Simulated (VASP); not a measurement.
Output of a VASP run:

OSZICAR:
```
       N       E                     dE             d eps       ncg     rms          rms(c)
DAV:   1     0.300799737712E+03    0.30080E+03   -0.16105E+04  4112   0.151E+03
DAV:   2    -0.144318865364E+02   -0.31523E+03   -0.31215E+03  4606   0.445E+02
DAV:   3    -0.220868218819E+02   -0.76549E+01   -0.74833E+01  4806   0.796E+01
DAV:   4    -0.221575302829E+02   -0.70708E-01   -0.70607E-01  4519   0.762E+00
DAV:   5    -0.221581681057E+02   -0.63782E-03   -0.63771E-03  4602   0.685E-01    0.235E+01
DAV:   6    -0.208575785351E+02    0.13006E+01   -0.31849E+00  4331   0.177E+01    0.725E+00
DAV:   7    -0.207080914817E+02    0.14949E+00   -0.59276E-01  4659   0.690E+00    0.865E-01
DAV:   8    -0.206991285044E+02    0.89630E-02   -0.10796E-02  4220   0.114E+00    0.297E-01
DAV:   9    -0.206990645859E+02    0.63919E-04   -0.56396E-04  4789   0.212E-01    0.215E-02
DAV:  10    -0.206990599336E+02    0.46524E-05   -0.15881E-05  4347   0.344E-02    0.905E-03
DAV:  11    -0.206990590730E+02    0.86060E-06   -0.60746E-07  4367   0.862E-03    0.863E-04
DAV:  12    -0.206990587463E+02    0.32664E-06   -0.41803E-08  2134   0.164E-03    0.199E-04
DAV:  13    -0.206990587209E+02    0.25474E-07   -0.77145E-09  2066   0.651E-04
   1 F= -.19803593E+02 E0= -.19803188E+02  d E =-.198036E+02
       N       E                     dE             d eps       ncg     rms          rms(c)
DAV:   1    -0.216227600537E+02   -0.92370E+00   -0.28973E+01  4182   0.639E+01    0.119E+01
DAV:   2    -0.206361668043E+02    0.98659E+00   -0.27384E+00  4180   0.178E+01    0.167E+00
DAV:   3    -0.205863044466E+02    0.49862E-01   -0.34668E-01  4476   0.569E+00    0.179E+00
DAV:   4    -0.206036716956E+02   -0.17367E-01   -0.13826E-02  4192   0.982E-01    0.176E-01
DAV:   5    -0.206050990874E+02   -0.14274E-02   -0.36808E-03  4547   0.553E-01    0.504E-02
DAV:   6    -0.206051404525E+02   -0.41365E-04   -0.14430E-04  4161   0.114E-01    0.217E-02
DAV:   7    -0.206051389216E+02    0.15309E-05   -0.21230E-06  4484   0.134E-02    0.113E-03
DAV:   8    -0.206051390729E+02   -0.15131E-06   -0.10655E-07  2335   0.304E-03    0.378E-04
DAV:   9    -0.206051391306E+02   -0.57662E-07   -0.24960E-08  2053   0.134E-03
   2 F= -.19757289E+02 E0= -.19757078E+02  d E =0.463041E-01
       N       E                     dE             d eps       ncg     rms          rms(c)
DAV:   1    -0.212834404630E+02   -0.67830E+00   -0.17609E+01  4242   0.521E+01    0.809E+00
DAV:   2    -0.207076707675E+02    0.57577E+00   -0.16696E+00  4260   0.134E+01    0.127E+00
DAV:   3    -0.206823711533E+02    0.25300E-01   -0.20583E-01  4449   0.430E+00    0.109E+00
DAV:   4    -0.206926404595E+02   -0.10269E-01   -0.10782E-02  4121   0.811E-01    0.295E-01
DAV:   5    -0.206923609435E+02    0.27952E-03   -0.19096E-03  4520   0.415E-01    0.503E-02
DAV:   6    -0.206924957257E+02   -0.13478E-03   -0.95706E-05  4178   0.774E-02    0.677E-03
DAV:   7    -0.206924961893E+02   -0.46365E-06   -0.15950E-06  4844   0.999E-03    0.951E-04
DAV:   8    -0.206924960430E+02    0.14637E-06   -0.10165E-07  2236   0.291E-03    0.766E-04
DAV:   9    -0.206924960918E+02   -0.48832E-07   -0.12945E-08  2049   0.106E-03
   3 F= -.19808564E+02 E0= -.19808187E+02  d E =-.497071E-02
```

File OUTCAR:
```
------------------------ aborting loop because EDIFF is reached ----------------------------------------
  FORCE on cell =-STRESS in cart. coord.  units (eV):
  Direction    XX          YY          ZZ          XY          YZ          ZX
  --------------------------------------------------------------------------------------
  Total        0.8715043      0.8715045      0.8714050      0.0000000      0.0000000      0.0000000
  in kB       49.2970007     49.2970171     49.2913854      0.0000000      0.0000000      0.0000000
  external PRESSURE =      -0.7048656 kB  Pullay stress =      50.0000000 kB
  volume of cell :       28.32
      direct lattice vectors                 reciprocal lattice vectors
     1.366571339 -2.366971387 -0.000000000     0.365879179 -0.211240407  0.000000000
     1.366571339  2.366971387 -0.000000000     0.365879179  0.211240407 -0.000000000
     0.000000000  0.000000000  4.378287582     0.000000000  0.000000000  0.228399798
 POSITION                                       TOTAL-FORCE (eV/Angst)
 -----------------------------------------------------------------------------------
      1.36657      0.78899      1.09457        -0.000000      0.000000      0.000000
      1.36657     -0.78899      3.28372         0.000000     -0.000000      0.000000
 -----------------------------------------------------------------------------------
    total drift:                                0.000026      0.000613     -0.000043
  FREE ENERGIE OF THE ION-ELECTRON SYSTEM (eV)
  ---------------------------------------------------
  free  energy   TOTEN  =       -20.6924960918 eV

  energy  without entropy=      -20.6913672424  energy(sigma->0) =      -20.69211981
  enthalpy is  TOTEN    =       -19.8085637632 eV   P V=        0.8839323286

 reached required accuracy - stopping structural energy minimisation
```
(Selected blocks of OUTCAR.)

**POSCAR**
```
Tc
1
    1.3724620931    -2.3771744724    -0.0000000000
    1.3724620931     2.3771744724     0.0000000000
    0.0000000000     0.0000000000     4.3974216093
Tc
2
Direct
  0.3333330000   0.6666670000   0.2500000000
  0.6666670000   0.3333330000   0.7500000000
```

Question: Write an INCAR and KPOINTS that could have produced this output.

Answer: This is not unique; one that fits is the input of the run itself, PBE GGA, plane waves, VASP's PBE PAW potentials (set 64).

**KPOINTS**
```
Regular mesh
0
gamma
  14 14 8
0 0 0
```

**INCAR**
```
ISIF = 3   ! ions, shape and volume
LWAVE = .FALSE.
NSW = 40   ! most ionic steps
LMAXMIX = 4   ! l cut-off of mixed one-centre charges
ALGO = Normal
IBRION = 2   ! conjugate gradients
LCHARG = .FALSE.
PREC = Accurate
ENCUT = 480
SIGMA = 0.1
NELM = 100   ! most electronic steps
EDIFFG = -0.01
LREAL = .FALSE.   ! projection in real space or not
PSTRESS = 50   ! kbar
SYSTEM = Tc
EDIFF = 1E-7   ! SCF stop (eV)
ISMEAR = 1   ! Methfessel-Paxton
LASPH = .TRUE.
GGA = PE
```

POTCAR, in this order: Tc_pv (PBE.64 set). Program: vasp_std.

The compound is Tc in the hcp structure. This run relaxes it under an external pressure of 5 GPa. Symmetry was kept, so distortions that lower it aren't found.
